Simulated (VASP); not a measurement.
Write the native input for VASP 6.6.1 that does the following.

| Quantity | Value |
| --- | --- |
| Task | single point |
| Functional | PBE |
| Potentials or basis | VASP PAW PBE potentials, release 64 (N, Ge_d, H) |
| Cutoff | 520 eV |
| k mesh | 1 × 1 × 1 |
| Occupations | gaussian, width 0.01 eV |
| Spin | no spin polarisation |
| Further INCAR settings | ALGO = Normal; EDIFF = 1e-07; NBANDS = 19 |

The structure of NGeH3 lies in POSCAR:

```
GeH3N
1.0
   11.0000000000      0.0000000000      0.0000000000
    0.0000000000     13.0000000000      0.0000000000
    0.0000000000      0.0000000000     10.0000000000
N Ge H
1 1 3
Direct
    0.4933636400      0.4439384600      0.5154400000
    0.5909000000      0.5559076900      0.5316800000
    0.5174272700      0.3747230800      0.5522300000
    0.4114636400      0.4425615400      0.4704500000
    0.4964363600      0.6285076900      0.4545700000
```

The input as run:

INCAR

```
SYSTEM = GeH3N
ALGO = Normal
EDIFF = 1E-7
ENCUT = 520
GGA = PE
ISIF = 2
ISMEAR = 0
LASPH = .TRUE.
LCHARG = .FALSE.
LREAL = .FALSE.
LWAVE = .FALSE.
NBANDS = 19
NELM = 80
PREC = Accurate
SIGMA = 0.01
```

KPOINTS

```
k-points
0
G
  1 1 1
  0 0 0
```

Potentials or basis: VASP PAW PBE potentials, release 64 (N, Ge_d, H).

Run with:

```console
$ cat potpaw_PBE.64/N/POTCAR potpaw_PBE.64/Ge_d/POTCAR potpaw_PBE.64/H/POTCAR > POTCAR
$ mpirun -np 1 vasp_gam > vasp.out
```

Results of the run:

- Largest force: 0.414 eV/Å
- Gap between the frontier levels: 3.08 eV

Run time: 87 s on 1 thread of Intel(R) Xeon(R) 6975P-C (Granite Rapids), with other jobs on the host, peak memory 1.1 GiB.
